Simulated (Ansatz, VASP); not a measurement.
# Ti2CF2 (Ti2CF2 MXene, 3 layers, AA): VASP beside Ansatz, part 3 of 3

Aim: how closely do two programs agree when they are given the same cell, functional and k mesh? Of the first pair: The structure shown is the start of the Ansatz relaxation below; VASP solves that cell, so the two are compared at the walk's first step.

VASP 6.6.1 and Ansatz 0.2.0.

So far: The starting structure; Ansatz: relaxation, PBE with D4; VASP: single point, PBE with D4, start cell, pair 1; Differences.

### Step 5. Ansatz: relaxation, PBE with D4

Level of this step: Ansatz beside VASP: Kohn-Sham DFT, plane waves, PBE with D4 (Ansatz).

This run makes the geometry at which the two programs are then compared.

The structure compared here is the end of the Ansatz relaxation.

input.yaml

```yaml
crystal:
  lattice:
    - [3.10024, 0.0, 0.0]
    - [-1.55012, 2.6848865978, 0.0]
    - [0.0, 0.0, 67.4265027275]
  atoms:
    - { symbol: F, position: [0.3333333333, 0.6666666667, 0.3648417018] }
    - { symbol: Ti, position: [0.6666666667, 0.3333333333, 0.3784042968], spin: 1.0 }
    - { symbol: C, position: [0.0, 0.0, 0.3965466007] }
    - { symbol: Ti, position: [0.3333333333, 0.6666666667, 0.4146889047], spin: 1.0 }
    - { symbol: F, position: [0.6666666667, 0.3333333333, 0.4282514997] }
    - { symbol: F, position: [0.3333333333, 0.6666666667, 0.4682951011] }
    - { symbol: Ti, position: [0.6666666667, 0.3333333333, 0.4818576961], spin: -1.0 }
    - { symbol: C, position: [0.0, 0.0, 0.5] }
    - { symbol: Ti, position: [0.3333333333, 0.6666666667, 0.5181423039], spin: -1.0 }
    - { symbol: F, position: [0.6666666667, 0.3333333333, 0.5317048989] }
    - { symbol: F, position: [0.3333333333, 0.6666666667, 0.5717485003] }
    - { symbol: Ti, position: [0.6666666667, 0.3333333333, 0.5853110953], spin: 1.0 }
    - { symbol: C, position: [0.0, 0.0, 0.6034533993] }
    - { symbol: Ti, position: [0.3333333333, 0.6666666667, 0.6215957032], spin: 1.0 }
    - { symbol: F, position: [0.6666666667, 0.3333333333, 0.6351582982] }
  periodic: [true, true, false]
magnetization:
  spin_polarized: true
kpoints:
  mp_grid: { grid: [10, 10, 1] }
hamiltonian:
  xc: pbe
  dispersion: d4
scf:
  occupations: { method: fermi_dirac, width: 0.05 }
  convergence: { dr2_threshold: 1.0e-09 }
relax:
  f_tol: 0.015
  max_steps: 90
  cell: {}
output:
  write_potential: true
  write_density: true
  volumetric_format: npy
```

Launch:

```bash
> ansatz run input.yaml --threads 4 --pin off --max-ram 6144MiB --backend cpu --events-out ev --progress --plain --runs-dir out
```

Numbers of over 12 decimals in the logs are rounded to 6 here.

Output:

```text
[...]
Crystal: 15 atoms, lattice volume = 561.244 Å³
Basis set: ecut = 420 eV, 10893 PW (Γ), exchange–correlation on 48×48×960 points (8 copies of the dense FFT grid, shifted against one another)
Bands: 81, of which v1, the nominal top of the filled ones, is band 63 counted from 1 (62 counted from 0)
[...]
- { symbol: Ti, position: [0.333333, 0.666667, 0.516828] }
    - { symbol: F, position: [0.666667, 0.333333, 0.535359] }
    - { symbol: F, position: [0.333333, 0.666667, 0.571721] }
    - { symbol: Ti, position: [0.666667, 0.333333, 0.590253] }
    - { symbol: C, position: [1.6857054367295378e-18, 3.3714108734589817e-18, 0.607081] }
    - { symbol: Ti, position: [0.333333, 0.666667, 0.623914] }
    - { symbol: F, position: [0.666667, 0.333333, 0.642525] }
[key lines of the parts left out:]
SCF converged after 4 iterations
Magnetization: 0.0000 μB (63.0000 up, 63.0000 down)
Free energy (F): -20619.867063 eV
Fermi energy:    -4.862049 eV
P = ½ c Tr σ = 0.0039 N/m
```

### Step 6. VASP: single point, PBE with D4, relaxed cell, pair 2

The same cell, functional, mesh and smearing now go to VASP, with its own data sets.

INCAR

```
SYSTEM = Ti2CF2
PREC = Accurate
ENCUT = 520
EDIFF = 1E-06
NELM = 200
ISMEAR = -1
SIGMA = 0.05
LREAL = .FALSE.
ALGO = Normal
GGA = PE
IVDW = 13
NBANDS = 85
ISPIN = 2
MAGMOM = 0 -0 0 0 -0 0 0 0 -0 -0 0 0 -0 0 -0
LASPH = .TRUE.
LMAXMIX = 4
LORBIT = 11
LWAVE = .FALSE.
LCHARG = .FALSE.
ISIF = 2
LDIPOL = .TRUE.
IDIPOL = 3
DIPOL = 0.5 0.5 0.5
LVHAR = .TRUE.
GGA_COMPAT = .FALSE.
NELMDL = -8
KPAR = 4
```

POSCAR

```
Ti2CF2
1.0
    3.0394014612      0.0000000000      0.0000000000
   -1.5197007306      2.6321988777      0.0000000000
    0.0000000000      0.0000000000     67.4265027275
F Ti C
6 6 3
Direct
    0.3333333333      0.6666666667      0.3574754664
    0.6666666667      0.3333333333      0.4282789870
    0.3333333333      0.6666666667      0.4646411707
    0.6666666667      0.3333333333      0.5353588293
    0.3333333333      0.6666666667      0.5717210130
    0.6666666667      0.3333333333      0.6425245336
    0.6666666667      0.3333333333      0.3760863810
    0.3333333333      0.6666666667      0.4097472660
    0.6666666667      0.3333333333      0.4831723940
    0.3333333333      0.6666666667      0.5168276060
    0.6666666667      0.3333333333      0.5902527340
    0.3333333333      0.6666666667      0.6239136190
    0.0000000000      0.0000000000      0.3929190122
    0.0000000000      0.0000000000      0.5000000000
    0.0000000000      0.0000000000      0.6070809878
```

KPOINTS

```
Automatic mesh
0
Gamma
10 10 1
0 0 0
```

PAW data sets: F, Ti_sv and C (PBE family, release 64).

Launch:

```bash
> mpirun -np 4 vasp_std
```

Output:

```text
[banner, memory and clock lines left out]
running    4 mpi-ranks, on    1 nodes
[...]
LDA part: xc-table for (Slater+PW92), standard interpolation
 [... a notice as in an earlier step ...]

 POSCAR, INCAR and KPOINTS ok, starting setup
[...]
entering main loop
       N       E                     dE             d eps       ncg     rms          rms(c)
DAV:   1     0.169751622521E+04    0.16975E+04   -0.63982E+04  5512   0.140E+03
DAV:   2     0.128857501340E+03   -0.15687E+04   -0.14976E+04  5468   0.444E+02
DAV:   3    -0.121145533927E+03   -0.25000E+03   -0.24639E+03  6128   0.176E+02
DAV:   4    -0.148239904551E+03   -0.27094E+02   -0.27020E+02  7563   0.528E+01
[...]
DAV:  32    -0.118584361458E+03   -0.52817E-05   -0.18606E-07  3112   0.242E-03    0.554E-04
DAV:  33    -0.118584364242E+03   -0.27840E-05   -0.83413E-08  2928   0.102E-03    0.375E-04
DAV:  34    -0.118584365189E+03   -0.94681E-06   -0.29424E-08  2800   0.690E-04
   1 F= -.12119553E+03 E0= -.12117518E+03  d E =-.407028E-01  mag=     0.0001
```

OUTCAR, selected parts (step 6):

```text
  Edisp (eV):   -2.61116

  Total      -0.42509    -0.42509    -0.23185     0.00000     0.00000     0.00000
  in kB      -1.26257    -1.26257    -0.68863     0.00000     0.00000     0.00000
  external pressure =       -1.07 kB  Pullay stress =        0.00 kB

 POSITION                                       TOTAL-FORCE (eV/Angst)
 -----------------------------------------------------------------------------------
     -0.00000      1.75480     24.10332         0.000000      0.000000     -0.008522
      1.51970      0.87740     28.87735         0.000000      0.000000      0.005378
     -0.00000      1.75480     31.32913         0.000000     -0.000000     -0.006462
      1.51970      0.87740     36.09737        -0.000000      0.000000      0.006462
     -0.00000      1.75480     38.54915        -0.000000      0.000000     -0.005378
      1.51970      0.87740     43.32318        -0.000000     -0.000000      0.008522
      1.51970      0.87740     25.35819        -0.000000      0.000000      0.008274
     -0.00000      1.75480     27.62783        -0.000000      0.000000     -0.008701
      1.51970      0.87740     32.57862        -0.000000     -0.000000      0.005029
     -0.00000      1.75480     34.84788         0.000000      0.000000     -0.005029
      1.51970      0.87740     39.79868         0.000000      0.000000      0.008701
     -0.00000      1.75480     42.06831         0.000000     -0.000000     -0.008274
      0.00000      0.00000     26.49315        -0.000000     -0.000000      0.001402
      0.00000      0.00000     33.71325        -0.000000      0.000000      0.000000
      0.00000      0.00000     40.93335        -0.000000      0.000000     -0.001402
 -----------------------------------------------------------------------------------
    total drift:                                0.000000      0.000000      0.000000

  FREE ENERGIE OF THE ION-ELECTRON SYSTEM (eV)
  ---------------------------------------------------
  free  energy   TOTEN  =      -121.1955279033 eV

  energy  without entropy=     -121.1548251051  energy(sigma->0) =     -121.17517650

 magnetization (x)
# of ion       s       p       d       tot
------------------------------------------
    1       -0.000  -0.000   0.000  -0.000
    2       -0.000  -0.000   0.000  -0.000
    3       -0.000  -0.000   0.000  -0.000
    4       -0.000  -0.000   0.000  -0.000
    5       -0.000  -0.000   0.000  -0.000
    6       -0.000  -0.000   0.000  -0.000
    7       -0.000   0.000   0.000   0.000
    8        0.000   0.000   0.000   0.000
    9        0.000   0.000   0.000   0.000
   10        0.000   0.000   0.000   0.000
   11        0.000   0.000   0.000   0.000
   12       -0.000   0.000   0.000   0.000
   13       -0.000  -0.000   0.000  -0.000
   14       -0.000   0.000   0.000   0.000
   15       -0.000  -0.000   0.000  -0.000
--------------------------------------------------
tot         -0.000  -0.000   0.000   0.000

[... 1 part as in an earlier step ...]

[... 2 further parts left out ...]
[key lines of the parts left out:]
E-fermi :  -1.1272
```

### Step 7. Differences

At this near-relaxed geometry the largest component of a force difference is 9 meV/Å. With vacuum in the cell, a pressure given here is an average over mostly empty space and none of the material.

### Step 8. Results

| Property | Result |
| --- | --- |
| r.m.s. force difference (single point, PBE with D4, start cell, pair 1) | 0.82 % of the r.m.s. force |
| r.m.s. force difference (single point, PBE with D4, relaxed cell, pair 2) | 3.7 meV/Å |

In words: The r.m.s. force difference is 3.7 meV/Å (single point, PBE with D4, relaxed cell, pair 2), within the 12 meV/Å picked in this series as the mark of a large difference. How closely two codes agree says nothing of how well the functional describes the real material.

[Lines on the potential files, build, host, timing and source positions are cut from VASP's logs without a mark.]

[Logs are printed without paths, hosts, clocks, repeated set-up lines and the standing remarks that a program may print on its own settings, such as how far it seeks lower states.]

[Hosts, paths, dates, database ids (printed as entryN), source tags and the programs' standing remarks are cut or masked in the printed files.]
